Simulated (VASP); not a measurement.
An input for Quantum ESPRESSO's pw.x (written as the equivalent of a VASP run, and not itself run):

```
&CONTROL
  calculation = 'vc-relax'
  pseudo_dir = './pseudo'
  outdir = './out'
  tprnfor = .true.
  tstress = .true.
  nstep = 60
  forc_conv_thr = 0.00039
/
&SYSTEM
  ibrav = 0
  nat = 2
  ntyp = 2
  ecutwfc = 102
  occupations = 'smearing'
  smearing = 'gaussian'
  degauss = 0.003675
  input_dft = 'pw91'
/
&ELECTRONS
  conv_thr = 7.3e-08
  electron_maxstep = 100
/
&IONS
/
&CELL
/
ATOMIC_SPECIES
  Cd 112.414 Cd.upf
  Te 127.600 Te.upf
CELL_PARAMETERS angstrom
    -0.0000000    3.3104650    3.3104650
     3.3104650   -0.0000000    3.3104650
     3.3104650    3.3104650   -0.0000000
ATOMIC_POSITIONS crystal
  Cd   0.0000000  0.0000000  0.0000000
  Te   0.2500000  0.2500000  0.2500000
K_POINTS automatic
  6 6 6 0 0 0
```

### Question
Write the VASP files for the same calculation (PW91).

### Answer
One answer among several that fit: 
### KPOINTS
```
Automatic mesh
0
Gamma
6 6 6
0 0 0
```

### INCAR
```
ALGO  =  Normal
EDIFF  =  1E-6
EDIFFG  =  -0.01
ENCUT  =  520
GGA  =  91
IBRION  =  2
ISIF  =  3
ISMEAR  =  0
LASPH  =  .TRUE.
LCHARG  =  .FALSE.
LMAXMIX  =  4
LREAL  =  .FALSE.
LWAVE  =  .FALSE.
NELM  =  100
NSW  =  60
PREC  =  Accurate
SIGMA  =  0.05
SYSTEM  =  CdTe
```

POSCAR:
```
CdTe
1.0
  0.0000000000   3.3104650325   3.3104650325
  3.3104650325   0.0000000000   3.3104650325
  3.3104650325   3.3104650325   0.0000000000
Cd Te
1 1
Cartesian
  0.0000000000   0.0000000000   0.0000000000
  1.6552325162   1.6552325162   1.6552325162
```

POTCAR, in this order: Cd Te (PBE.64 set). Program: vasp_std.

The two are equivalent in intent, not identical: the potentials are each code's own (VASP's PAW set, PseudoDojo norm-conserving files in pw.x), so ENCUT and ecutwfc are chosen apart and not converted; conv_thr bounds pw.x's estimated SCF error, while EDIFF bounds the energy change between steps; forc_conv_thr acts on force components and is met together with etot_conv_thr.

The compound is CdTe in the zinc blende structure. It was relaxed first, which changed the volume by +7 %. The start is the result of an earlier pass.
